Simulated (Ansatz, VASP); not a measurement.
# Cross-check of BN between VASP and Ansatz, part 2 of 2

One calculation is typed for both programs; each brings its own data sets. How far apart do they land? The cell is taken from a series of runs on this material, whose earlier steps may have relaxed, scaled, displaced or heated it; both programs get it as it stands.

VASP 6.6.1 and Ansatz 0.2.0.

So far. Step 3 (VASP: single point, r2SCAN, pair 1): The run ends at a pressure of 13.24 GPa, with forces up to 0.0067 eV/Å.

## (5) VASP: single point, r2SCAN, pair 2

Level of this step: r2SCAN; plane waves and PAW (B, N) (VASP).

A single point gives forces, pressure and levels at one fixed geometry, so differences don't come from the geometry; what else differs is listed under the comparison. The cell compared in this pair holds 11.32 Å³, against 11.43 Å³ for the pair before.

INCAR

```
SYSTEM = BN
PREC = Accurate
ENCUT = 580
EDIFF = 1E-06
NELM = 120
ISMEAR = 0
SIGMA = 0.01
LREAL = .FALSE.
ALGO = Normal
METAGGA = R2SCAN
LASPH = .TRUE.
NBANDS = 10
LORBIT = 11
LWAVE = .FALSE.
LCHARG = .FALSE.
ISIF = 2
GGA_COMPAT = .FALSE.
EFERMI = MIDGAP
LMIXTAU = .TRUE.
```

POSCAR

```
BN
1.0
    0.0278675264      1.7962123204      1.7962123204
    1.7962123204      0.0278675264      1.7962123204
    1.7962123204      1.7962123204      0.0278675264
B N
1 1
Direct
    0.0001341322      0.0001341322      0.0001341322
    0.2498658678      0.2498658678      0.2498658678
```

KPOINTS

```
Automatic mesh
0
Gamma
8 8 8
0 0 0
```

Potentials, in the order of the species: B and N (PBE family, release 64).

Started as:

```bash
> mpirun -np 1 vasp_std
```

Numbers of over 12 decimals in the logs are rounded to 6 here.

What it wrote:

```text
[banner, memory and clock lines left out]
running    1 mpi-ranks, on    1 nodes
[...]
[... a notice as in an earlier step ...]

 LDA part: xc-table for (None), standard interpolation
 POSCAR, INCAR and KPOINTS ok, starting setup
[...]
entering main loop
       N       E                     dE             d eps       ncg     rms          rms(c)
DAV:   1     0.116693407142E+02    0.11669E+02   -0.54647E+03  1324   0.890E+02
DAV:   2    -0.218290008697E+02   -0.33498E+02   -0.32245E+02  1604   0.199E+02
DAV:   3    -0.224241230726E+02   -0.59512E+00   -0.59402E+00  1536   0.235E+01
DAV:   4    -0.224249125962E+02   -0.78952E-03   -0.78950E-03  1450   0.925E-01
[...]
DAV:  14    -0.191348973540E+02   -0.26140E-04   -0.60271E-06  1354   0.274E-02    0.972E-03
DAV:  15    -0.191349052743E+02   -0.79204E-05   -0.31724E-06  1380   0.187E-02    0.179E-03
DAV:  16    -0.191349058291E+02   -0.55478E-06   -0.41385E-07   792   0.653E-03
   1 F= -.19134906E+02 E0= -.19134906E+02  d E =0.000000E+00
```

Parts of OUTCAR (step 5):

```text
  Total        1.2390518      1.2390518      1.2390518     -0.5633547     -0.5633547     -0.5633547
  in kB      175.3567685    175.3567685    175.3567685    -79.7287605    -79.7287605    -79.7287605
  external PRESSURE =     175.3567685 kB  Pullay stress =       0.0000000 kB

 POSITION                                       TOTAL-FORCE (eV/Angst)
 -----------------------------------------------------------------------------------
      0.00049      0.00049      0.00049         0.005189      0.005189      0.005189
      0.90459      0.90459      0.90459        -0.005189     -0.005189     -0.005189
 -----------------------------------------------------------------------------------
    total drift:                                0.000025      0.000025      0.000025

  FREE ENERGIE OF THE ION-ELECTRON SYSTEM (eV)
  ---------------------------------------------------
  free  energy   TOTEN  =       -19.1349058291 eV

  energy  without entropy=      -19.1349058291  energy(sigma->0) =      -19.13490583

[... 1 part as in an earlier step ...]

[... 2 further parts left out ...]
[key lines of the parts left out:]
E-fermi :  10.3022
```

The run ends at a pressure of 17.54 GPa, with forces up to 0.0090 eV/Å.

## (6) Ansatz: single point, r2SCAN, pair 2

The same cell, functional, mesh and smearing now go to Ansatz, which takes its cutoff from its data sets.

The cell is taken from a series of runs on this material, whose earlier steps may have relaxed, scaled, displaced or heated it; both programs get it as it stands.

input.yaml

```yaml
crystal:
  lattice:
    - [0.0278675264, 1.7962123204, 1.7962123204]
    - [1.7962123204, 0.0278675264, 1.7962123204]
    - [1.7962123204, 1.7962123204, 0.0278675264]
  atoms:
    - { symbol: B, position: [0.0001341322, 0.0001341322, 0.0001341322] }
    - { symbol: "N", position: [0.2498658678, 0.2498658678, 0.2498658678] }
kpoints:
  mp_grid: { grid: [8, 8, 8] }
hamiltonian:
  xc: r2scan
  pseudopotentials: { kind: paw, azcp: { folder: soft_1 } }
scf:
  occupations: { method: gaussian, width: 0.01 }
  n_extra_bands: 8
output:
  eigenvalues: true
  eigenstates:
    kpoints:
      - [0.0, 0.5, 0.5]
      - [3.5482e-05, 0.502287009, 0.502287009]
      - [0.002287009, 0.500035482, 0.502287009]
      - [0.002287009, 0.502287009, 0.500035482]
      - [0.001642249, 0.501642249, 0.503234319]
      - [-0.00159207, 0.50159207, 0.5]
      - [0.001642249, 0.503234319, 0.501642249]
      - [-0.00159207, 0.5, 0.50159207]
      - [0.003234319, 0.501642249, 0.501642249]
      - [0.0, 0.49840793, 0.50159207]
      - [0.002661296, 0.502661296, 0.502661296]
      - [2.0486e-05, 0.500020486, 0.502620324]
      - [2.0486e-05, 0.502620324, 0.500020486]
      - [0.002620324, 0.500020486, 0.500020486]
      - [-3.5482e-05, 0.497712991, 0.497712991]
      - [-0.002287009, 0.499964518, 0.497712991]
      - [-0.002287009, 0.497712991, 0.499964518]
      - [-0.001642249, 0.498357751, 0.496765681]
      - [0.00159207, 0.49840793, 0.5]
      - [-0.001642249, 0.496765681, 0.498357751]
      - [0.00159207, 0.5, 0.49840793]
      - [-0.003234319, 0.498357751, 0.498357751]
      - [0.0, 0.50159207, 0.49840793]
      - [-0.002661296, 0.497338704, 0.497338704]
      - [-2.0486e-05, 0.499979514, 0.497379676]
      - [-2.0486e-05, 0.497379676, 0.499979514]
      - [-0.002620324, 0.499979514, 0.499979514]
      - [0.000133058, 0.508576282, 0.508576282]
      - [0.008576282, 0.500133058, 0.508576282]
      - [0.008576282, 0.508576282, 0.500133058]
      - [0.006158433, 0.506158433, 0.512128694]
      - [-0.005970261, 0.505970261, 0.5]
      - [0.006158433, 0.512128694, 0.506158433]
      - [-0.005970261, 0.5, 0.505970261]
      - [0.012128694, 0.506158433, 0.506158433]
      - [0.0, 0.494029739, 0.505970261]
      - [0.009979858, 0.509979858, 0.509979858]
      - [7.6821e-05, 0.500076821, 0.509826217]
      - [7.6821e-05, 0.509826217, 0.500076821]
      - [0.009826217, 0.500076821, 0.500076821]
      - [-0.000133058, 0.491423718, 0.491423718]
      - [-0.008576282, 0.499866942, 0.491423718]
      - [-0.008576282, 0.491423718, 0.499866942]
      - [-0.006158433, 0.493841567, 0.487871306]
      - [0.005970261, 0.494029739, 0.5]
      - [-0.006158433, 0.487871306, 0.493841567]
      - [0.005970261, 0.5, 0.494029739]
      - [-0.012128694, 0.493841567, 0.493841567]
      - [0.0, 0.505970261, 0.494029739]
      - [-0.009979858, 0.490020142, 0.490020142]
      - [-7.6821e-05, 0.499923179, 0.490173783]
      - [-7.6821e-05, 0.490173783, 0.499923179]
      - [-0.009826217, 0.499923179, 0.499923179]
      - [0.0, 0.0, 0.0]
      - [3.5482e-05, 0.002287009, 0.002287009]
      - [0.002287009, 3.5482e-05, 0.002287009]
      - [0.002287009, 0.002287009, 3.5482e-05]
      - [0.001642249, 0.001642249, 0.003234319]
      - [-0.00159207, 0.00159207, 0.0]
      - [0.001642249, 0.003234319, 0.001642249]
      - [-0.00159207, 0.0, 0.00159207]
      - [0.003234319, 0.001642249, 0.001642249]
      - [0.0, -0.00159207, 0.00159207]
      - [0.002661296, 0.002661296, 0.002661296]
      - [2.0486e-05, 2.0486e-05, 0.002620324]
      - [2.0486e-05, 0.002620324, 2.0486e-05]
      - [0.002620324, 2.0486e-05, 2.0486e-05]
      - [-3.5482e-05, -0.002287009, -0.002287009]
      - [-0.002287009, -3.5482e-05, -0.002287009]
      - [-0.002287009, -0.002287009, -3.5482e-05]
      - [-0.001642249, -0.001642249, -0.003234319]
      - [0.00159207, -0.00159207, 0.0]
      - [-0.001642249, -0.003234319, -0.001642249]
      - [0.00159207, 0.0, -0.00159207]
      - [-0.003234319, -0.001642249, -0.001642249]
      - [0.0, 0.00159207, -0.00159207]
      - [-0.002661296, -0.002661296, -0.002661296]
      - [-2.0486e-05, -2.0486e-05, -0.002620324]
      - [-2.0486e-05, -0.002620324, -2.0486e-05]
      - [-0.002620324, -2.0486e-05, -2.0486e-05]
      - [0.000133058, 0.008576282, 0.008576282]
      - [0.008576282, 0.000133058, 0.008576282]
      - [0.008576282, 0.008576282, 0.000133058]
      - [0.006158433, 0.006158433, 0.012128694]
      - [-0.005970261, 0.005970261, 0.0]
      - [0.006158433, 0.012128694, 0.006158433]
      - [-0.005970261, 0.0, 0.005970261]
      - [0.012128694, 0.006158433, 0.006158433]
      - [0.0, -0.005970261, 0.005970261]
      - [0.009979858, 0.009979858, 0.009979858]
      - [7.6821e-05, 7.6821e-05, 0.009826217]
      - [7.6821e-05, 0.009826217, 7.6821e-05]
      - [0.009826217, 7.6821e-05, 7.6821e-05]
      - [-0.000133058, -0.008576282, -0.008576282]
      - [-0.008576282, -0.000133058, -0.008576282]
      - [-0.008576282, -0.008576282, -0.000133058]
      - [-0.006158433, -0.006158433, -0.012128694]
      - [0.005970261, -0.005970261, 0.0]
      - [-0.006158433, -0.012128694, -0.006158433]
      - [0.005970261, 0.0, -0.005970261]
      - [-0.012128694, -0.006158433, -0.006158433]
      - [0.0, 0.005970261, -0.005970261]
      - [-0.009979858, -0.009979858, -0.009979858]
      - [-7.6821e-05, -7.6821e-05, -0.009826217]
      - [-7.6821e-05, -0.009826217, -7.6821e-05]
      - [-0.009826217, -7.6821e-05, -7.6821e-05]
checkpoint:
  read: start.run
  write: ck
  compress: false
  write_wavefunctions: false
  write_every: 100000
```

Started as:

```bash
> ansatz run input.yaml --threads 4 --pin off --max-ram 9216MiB --backend cpu --events-out ev --progress --plain --runs-dir out
```

What it wrote:

```text
[...]
Crystal: 2 atoms, lattice volume = 11.321 Å³
Basis set: ecut = 500 eV, 289 PW (Γ), exchange–correlation on 80×80×80 points (64 copies of the dense FFT grid, shifted against one another)
Bands: 12, of which v1, the nominal top of the filled ones, is band 4 counted from 1 (3 counted from 0)
Symmetry: 6 space group operations
[...]
k-points: 65 of 512 (time reversal used)
[...]
Fermi energy:    14.227259 eV
[...]
--- Band table (eV; the first three rows and the last of 65) ---
  k-point 0: bands = [-10.1012, 11.5910, 11.7389, 11.7389, 20.8990, 21.6751, 21.6751, 23.5824, ... 4 higher]
  k-point 1: bands = [-9.6906, 9.7371, 11.1971, 11.3064, 21.4365, 22.1488, 22.3082, 24.8455, ... 4 higher]
  k-point 2: bands = [-8.4985, 5.8698, 10.3949, 10.4547, 22.1820, 22.9658, 23.3164, 26.9602, ... 4 higher]
  k-point 64: bands = [-5.8138, 0.1500, 9.7908, 9.7908, 23.5030, 23.6256, 23.6256, 28.5249, ... 4 higher]
[key lines of the parts left out:]
SCF converged after 2 iterations
Free energy (F): -543.975851 eV
```

## (7) Differences

Both answers:

| quantity | Ansatz | VASP | difference |
| --- | --- | --- | --- |
| gap on the k mesh (eV) | 4.977 | 4.963 | +0.014 |

A gap on the mesh is an upper bound, since the band edges may lie between its points.

## (8) VASP: single point, r2SCAN, pair 3

With cell and atoms fixed, the geometry can't cause a difference; cores, projectors, grids and the points listed under the comparison can. The cell compared in this pair holds 11.64 Å³, against 11.32 Å³ for the pair before.

INCAR is that of step 5.

POSCAR

```
BN
1.0
    0.0069648270      1.8023761229      1.8023761229
    1.8023761229      0.0069648270      1.8023761229
    1.8023761229      1.8023761229      0.0069648270
B N
1 1
Direct
    0.0000198714      0.0000198714      0.0000198714
    0.2499801286      0.2499801286      0.2499801286
```

KPOINTS is that of step 5.

Started as:

```bash
> mpirun -np 1 vasp_std
```

What it wrote:

```text
[... set-up lines as in an earlier step ...]
 entering main loop
       N       E                     dE             d eps       ncg     rms          rms(c)
DAV:   1     0.104539568059E+02    0.10454E+02   -0.55803E+03  1308   0.895E+02
DAV:   2    -0.218598757434E+02   -0.32314E+02   -0.31436E+02  1648   0.198E+02
DAV:   3    -0.224277380153E+02   -0.56786E+00   -0.56685E+00  1544   0.231E+01
DAV:   4    -0.224285572569E+02   -0.81924E-03   -0.81921E-03  1454   0.916E-01
[...]
DAV:  14    -0.191702890495E+02   -0.27767E-04   -0.52534E-06  1386   0.251E-02    0.102E-02
DAV:  15    -0.191703022267E+02   -0.13177E-04   -0.39168E-06  1372   0.217E-02    0.204E-03
DAV:  16    -0.191703029153E+02   -0.68866E-06   -0.49743E-07   868   0.701E-03
   1 F= -.19170303E+02 E0= -.19170303E+02  d E =0.000000E+00
```

OUTCAR, selected parts (step 8):

```text
  Total        0.3795557      0.3795557      0.3795557     -0.1350801     -0.1350801     -0.1350801
  in kB       52.2329434     52.2329434     52.2329434    -18.5891889    -18.5891889    -18.5891889
  external PRESSURE =      52.2329434 kB  Pullay stress =       0.0000000 kB

 POSITION                                       TOTAL-FORCE (eV/Angst)
 -----------------------------------------------------------------------------------
      0.00007      0.00007      0.00007         0.001288      0.001288      0.001288
      0.90286      0.90286      0.90286        -0.001288     -0.001288     -0.001288
 -----------------------------------------------------------------------------------
    total drift:                                0.000013      0.000013      0.000014

  FREE ENERGIE OF THE ION-ELECTRON SYSTEM (eV)
  ---------------------------------------------------
  free  energy   TOTEN  =       -19.1703029153 eV

  energy  without entropy=      -19.1703029153  energy(sigma->0) =      -19.17030292

[... 1 part as in an earlier step ...]

[... 2 further parts left out ...]
[key lines of the parts left out:]
E-fermi :   9.9209
```

The run ends at a pressure of 5.22 GPa, with forces up to 0.0022 eV/Å.

## (9) Ansatz: single point, r2SCAN, pair 3

The same cell, functional, mesh and smearing now go to Ansatz, which takes its cutoff from its data sets.

The cell is taken from a series of runs on this material, whose earlier steps may have relaxed, scaled, displaced or heated it; both programs get it as it stands.

input.yaml

```yaml
crystal:
  lattice:
    - [0.006964827, 1.8023761229, 1.8023761229]
    - [1.8023761229, 0.006964827, 1.8023761229]
    - [1.8023761229, 1.8023761229, 0.006964827]
  atoms:
    - { symbol: B, position: [1.98714e-05, 1.98714e-05, 1.98714e-05] }
    - { symbol: "N", position: [0.2499801286, 0.2499801286, 0.2499801286] }
kpoints:
  mp_grid: { grid: [8, 8, 8] }
hamiltonian:
  xc: r2scan
  pseudopotentials: { kind: paw, azcp: { folder: soft_1 } }
scf:
  occupations: { method: gaussian, width: 0.01 }
  n_extra_bands: 8
output:
  eigenvalues: true
  eigenstates:
    kpoints:
      - [0.0, 0.5, 0.5]
      - [8.868e-06, 0.502294857, 0.502294857]
      - [0.002294857, 0.500008868, 0.502294857]
      - [0.002294857, 0.502294857, 0.500008868]
      - [0.001628979, 0.501628979, 0.503245417]
      - [-0.001616438, 0.501616438, 0.5]
      - [0.001628979, 0.503245417, 0.501628979]
      - [-0.001616438, 0.5, 0.501616438]
      - [0.003245417, 0.501628979, 0.501628979]
      - [0.0, 0.498383562, 0.501616438]
      - [0.002654992, 0.502654992, 0.502654992]
      - [5.12e-06, 0.50000512, 0.502644752]
      - [5.12e-06, 0.502644752, 0.50000512]
      - [0.002644752, 0.50000512, 0.50000512]
      - [-8.868e-06, 0.497705143, 0.497705143]
      - [-0.002294857, 0.499991132, 0.497705143]
      - [-0.002294857, 0.497705143, 0.499991132]
      - [-0.001628979, 0.498371021, 0.496754583]
      - [0.001616438, 0.498383562, 0.5]
      - [-0.001628979, 0.496754583, 0.498371021]
      - [0.001616438, 0.5, 0.498383562]
      - [-0.003245417, 0.498371021, 0.498371021]
      - [0.0, 0.501616438, 0.498383562]
      - [-0.002654992, 0.497345008, 0.497345008]
      - [-5.12e-06, 0.49999488, 0.497355248]
      - [-5.12e-06, 0.497355248, 0.49999488]
      - [-0.002644752, 0.49999488, 0.49999488]
      - [3.3255e-05, 0.508605712, 0.508605712]
      - [0.008605712, 0.500033255, 0.508605712]
      - [0.008605712, 0.508605712, 0.500033255]
      - [0.006108672, 0.506108672, 0.512170315]
      - [-0.006061643, 0.506061643, 0.5]
      - [0.006108672, 0.512170315, 0.506108672]
      - [-0.006061643, 0.5, 0.506061643]
      - [0.012170315, 0.506108672, 0.506108672]
      - [0.0, 0.493938357, 0.506061643]
      - [0.00995622, 0.50995622, 0.50995622]
      - [1.92e-05, 0.5000192, 0.509917821]
      - [1.92e-05, 0.509917821, 0.5000192]
      - [0.009917821, 0.5000192, 0.5000192]
      - [-3.3255e-05, 0.491394288, 0.491394288]
      - [-0.008605712, 0.499966745, 0.491394288]
      - [-0.008605712, 0.491394288, 0.499966745]
      - [-0.006108672, 0.493891328, 0.487829685]
      - [0.006061643, 0.493938357, 0.5]
      - [-0.006108672, 0.487829685, 0.493891328]
      - [0.006061643, 0.5, 0.493938357]
      - [-0.012170315, 0.493891328, 0.493891328]
      - [0.0, 0.506061643, 0.493938357]
      - [-0.00995622, 0.49004378, 0.49004378]
      - [-1.92e-05, 0.4999808, 0.490082179]
      - [-1.92e-05, 0.490082179, 0.4999808]
      - [-0.009917821, 0.4999808, 0.4999808]
      - [0.0, 0.0, 0.0]
      - [8.868e-06, 0.002294857, 0.002294857]
      - [0.002294857, 8.868e-06, 0.002294857]
      - [0.002294857, 0.002294857, 8.868e-06]
      - [0.001628979, 0.001628979, 0.003245417]
      - [-0.001616438, 0.001616438, 0.0]
      - [0.001628979, 0.003245417, 0.001628979]
      - [-0.001616438, 0.0, 0.001616438]
      - [0.003245417, 0.001628979, 0.001628979]
      - [0.0, -0.001616438, 0.001616438]
      - [0.002654992, 0.002654992, 0.002654992]
      - [5.12e-06, 5.12e-06, 0.002644752]
      - [5.12e-06, 0.002644752, 5.12e-06]
      - [0.002644752, 5.12e-06, 5.12e-06]
      - [-8.868e-06, -0.002294857, -0.002294857]
      - [-0.002294857, -8.868e-06, -0.002294857]
      - [-0.002294857, -0.002294857, -8.868e-06]
      - [-0.001628979, -0.001628979, -0.003245417]
      - [0.001616438, -0.001616438, 0.0]
      - [-0.001628979, -0.003245417, -0.001628979]
      - [0.001616438, 0.0, -0.001616438]
      - [-0.003245417, -0.001628979, -0.001628979]
      - [0.0, 0.001616438, -0.001616438]
      - [-0.002654992, -0.002654992, -0.002654992]
      - [-5.12e-06, -5.12e-06, -0.002644752]
      - [-5.12e-06, -0.002644752, -5.12e-06]
      - [-0.002644752, -5.12e-06, -5.12e-06]
      - [3.3255e-05, 0.008605712, 0.008605712]
      - [0.008605712, 3.3255e-05, 0.008605712]
      - [0.008605712, 0.008605712, 3.3255e-05]
      - [0.006108672, 0.006108672, 0.012170315]
      - [-0.006061643, 0.006061643, 0.0]
      - [0.006108672, 0.012170315, 0.006108672]
      - [-0.006061643, 0.0, 0.006061643]
      - [0.012170315, 0.006108672, 0.006108672]
      - [0.0, -0.006061643, 0.006061643]
      - [0.00995622, 0.00995622, 0.00995622]
      - [1.92e-05, 1.92e-05, 0.009917821]
      - [1.92e-05, 0.009917821, 1.92e-05]
      - [0.009917821, 1.92e-05, 1.92e-05]
      - [-3.3255e-05, -0.008605712, -0.008605712]
      - [-0.008605712, -3.3255e-05, -0.008605712]
      - [-0.008605712, -0.008605712, -3.3255e-05]
      - [-0.006108672, -0.006108672, -0.012170315]
      - [0.006061643, -0.006061643, 0.0]
      - [-0.006108672, -0.012170315, -0.006108672]
      - [0.006061643, 0.0, -0.006061643]
      - [-0.012170315, -0.006108672, -0.006108672]
      - [0.0, 0.006061643, -0.006061643]
      - [-0.00995622, -0.00995622, -0.00995622]
      - [-1.92e-05, -1.92e-05, -0.009917821]
      - [-1.92e-05, -0.009917821, -1.92e-05]
      - [-0.009917821, -1.92e-05, -1.92e-05]
checkpoint:
  read: start.run
  write: ck
  compress: false
  write_wavefunctions: false
  write_every: 100000
```

Started as:

```bash
> ansatz run input.yaml --threads 4 --pin off --max-ram 9216MiB --backend cpu --events-out ev --progress --plain --runs-dir out
```

What it wrote:

```text
[...]
Crystal: 2 atoms, lattice volume = 11.642 Å³
Basis set: ecut = 500 eV, 289 PW (Γ), exchange–correlation on 80×80×80 points (64 copies of the dense FFT grid, shifted against one another)
Bands: 12, of which v1, the nominal top of the filled ones, is band 4 counted from 1 (3 counted from 0)
Symmetry: 6 space group operations
[...]
k-points: 65 of 512 (time reversal used)
[...]
Fermi energy:    13.737191 eV
[...]
--- Band table (eV; the first three rows and the last of 65) ---
  k-point 0: bands = [-10.2290, 11.2104, 11.2395, 11.2395, 20.7398, 20.9096, 20.9096, 22.5012, ... 4 higher]
  k-point 1: bands = [-9.8312, 9.2665, 10.8153, 10.8362, 21.2042, 21.4182, 21.5190, 23.7801, ... 4 higher]
  k-point 2: bands = [-8.6786, 5.4709, 10.0302, 10.0396, 21.6711, 22.4019, 22.5183, 25.9925, ... 4 higher]
  k-point 64: bands = [-5.9186, 0.0044, 9.2350, 9.2350, 22.2995, 22.8568, 22.8568, 27.7878, ... 4 higher]
[key lines of the parts left out:]
SCF converged after 2 iterations
Free energy (F): -544.007239 eV
```

## (10) Comparison

Compared:

| quantity | Ansatz | VASP | difference |
| --- | --- | --- | --- |
| gap on the k mesh (eV) | 4.995 | 4.983 | +0.012 |

A gap on the mesh is an upper bound, since the band edges may lie between its points.

## (11) Summary of results

```yaml
difference_in_gap_on_the_k_mesh_single_point_r2scan_pair_1: 0.013 eV
difference_in_gap_on_the_k_mesh_single_point_r2scan_pair_2: 0.014 eV
difference_in_gap_on_the_k_mesh_single_point_r2scan_pair_3: 0.012 eV
```

In words: The difference in gap on the k mesh is 0.014 eV (single point, r2SCAN, pair 2), within the 0.08 eV picked in this series as the mark of a large difference. 5 further runs of this series are not shown here. Such differences can come from data sets, numerical settings and the points named under the comparisons, not from the functional's error against experiment.

[Lines on the potential files, build, host, timing and source positions are cut from VASP's logs without a mark.]

[Logs are printed without paths, hosts, clocks, repeated set-up lines and the standing remarks that a program may print on its own settings, such as how far it seeks lower states.]

[Hosts, paths, dates, database ids (printed as entryN), source tags and the programs' standing remarks are cut or masked in the printed files.]
